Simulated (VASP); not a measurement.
Wanted: the native input for a VASP 6.6.1 run.

```
Task                   : band structure
Functional             : PBE
Potentials or basis    : VASP PAW PBE potentials, release 64 (Sr_sv, Zr_sv, O)
Cutoff                 : 520 eV
k mesh                 : 6 × 6 × 10
Occupations            : gaussian, width 0.1 eV
Spin                   : no spin polarisation
Further INCAR settings : ALGO = Normal; EDIFF = 1e-06; NBANDS = 35
```

SrZr2O3:

```
Sr Zr O
1.0
     5.48206    0.00000    0.00000
    -2.74103    4.74760    0.00000
     0.00000    0.00000    3.26438
Sr Zr O
1 2 3
Direct
  0.00000 0.00000 0.00000
  0.33333 0.66667 0.50000
  0.66667 0.33333 0.50000
  0.50000 0.00000 0.00000
  0.00000 0.50000 0.00000
  0.50000 0.50000 0.00000
```

The cell was built by a generator and needn't be a form met in nature.

One way to write it, as run:

POSCAR

```
SrZr2O3
1.0
    5.4820590000      0.0000000000      0.0000000000
   -2.7410290000      4.7476020000      0.0000000000
    0.0000000000      0.0000000000      3.2643800000
Sr Zr O
1 2 3
Direct
    0.0000000000      0.0000000000      0.0000000000
    0.3333330000      0.6666670000      0.5000000000
    0.6666670000      0.3333330000      0.5000000000
    0.5000000000      0.0000000000      0.0000000000
    0.0000000000      0.5000000000      0.0000000000
    0.5000000000      0.5000000000      0.0000000000
```

INCAR.step1

```
ALGO = Normal ; EDIFF = 1E-6
ENCUT = 520 ; GGA = PE
ISIF = 2 ; ISMEAR = 0
LASPH = T ; LCHARG = T
LMAXMIX = 4 ; LREAL = F
LWAVE = F ; NBANDS = 35
NELM = 80 ; PREC = Accurate
SIGMA = 0.1
```

KPOINTS.step1

```
k-points
0
Gamma
  6 6 10
```

INCAR.step2

```
ALGO = Normal ; EDIFF = 1E-6
ENCUT = 520 ; GGA = PE
ICHARG = 11 ; ISIF = 2
ISMEAR = 0 ; LASPH = T
LCHARG = F ; LMAXMIX = 4
LREAL = F ; LWAVE = F
NBANDS = 35 ; NELM = 80
PREC = Accurate ; SIGMA = 0.05
```

KPOINTS.step2

```
path GMKGALHA,LM,KH
10
line-mode
reciprocal
 0.0000000000  0.0000000000  0.0000000000  G
 0.5000000000  0.0000000000  0.0000000000  M

 0.5000000000  0.0000000000  0.0000000000  M
 0.3333333333  0.3333333333  0.0000000000  K

 0.3333333333  0.3333333333  0.0000000000  K
 0.0000000000  0.0000000000  0.0000000000  G

 0.0000000000  0.0000000000  0.0000000000  G
 0.0000000000  0.0000000000  0.5000000000  A

 0.0000000000  0.0000000000  0.5000000000  A
 0.5000000000  0.0000000000  0.5000000000  L

 0.5000000000  0.0000000000  0.5000000000  L
 0.3333333333  0.3333333333  0.5000000000  H

 0.3333333333  0.3333333333  0.5000000000  H
 0.0000000000  0.0000000000  0.5000000000  A

 0.5000000000  0.0000000000  0.5000000000  L
 0.5000000000  0.0000000000  0.0000000000  M

 0.3333333333  0.3333333333  0.0000000000  K
 0.3333333333  0.3333333333  0.5000000000  H
```

Potentials or basis: VASP PAW PBE potentials, release 64 (Sr_sv, Zr_sv, O).

Command:

```sh
$ cat potpaw_PBE.64/Sr_sv/POTCAR potpaw_PBE.64/Zr_sv/POTCAR potpaw_PBE.64/O/POTCAR > POTCAR
$ cp INCAR.step1 INCAR
$ cp KPOINTS.step1 KPOINTS
$ mpirun -np 1 vasp_std > vasp.out
$ cp INCAR.step2 INCAR
$ cp KPOINTS.step2 KPOINTS
$ mpirun -np 1 vasp_std > vasp.out
```

It gave:

The band gap along the path is none (metal or under the smearing width).

Caveat: the log is that of the step along the path at fixed density, whose energy, stress, charges and moments have no meaning.

Run time: 4.6 min on 1 thread of AMD EPYC 7R13 Processor (Zen 3) (shared host), peak memory 0.33 GiB.
